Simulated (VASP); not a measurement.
Ni₃Al (L1_2) relaxed at rising pressure, in one space group throughout; other phases were not tried. The pressures are those reached. Level of theory: PBE GGA, VASP's PBE PAW potentials (set 64) (plane waves; VASP 6.6.1).

```json
[
 {"P (GPa)": "0.05", "V (Å³/atom)": "11.343", "k-mesh": "9×9×9"},
 {"P (GPa)": "5.08", "V (Å³/atom)": "11.052", "k-mesh": "9×9×9"},
 {"P (GPa)": "10.06", "V (Å³/atom)": "10.795", "k-mesh": "9×9×9"},
 {"P (GPa)": "19.85", "V (Å³/atom)": "10.359", "k-mesh": "9×9×9"},
 {"P (GPa)": "29.79", "V (Å³/atom)": "10.008", "k-mesh": "9×9×9"}
]
```

### Question
Fit an equation of state and predict the volume at 45.04 GPa.

### Answer
Least squares on the third-order Birch-Murnaghan form, P = (3B0/2)(y⁷ − y⁵)[1 + (3/4)(B′ − 4)(y² − 1)] with y = (V0/V)^(1/3), gives V0 = 11.350 Å³/atom, B0 = 178 GPa and B′ = 4.5, and so 9.559 Å³/atom. The run gave 9.570 Å³/atom, +0.1 % from the fit.

Pressures at which the relaxation failed are left out.

The compound is Ni3Al in the L1_2 structure. The spin order is the one that the start imposed; others were not tried in this run.
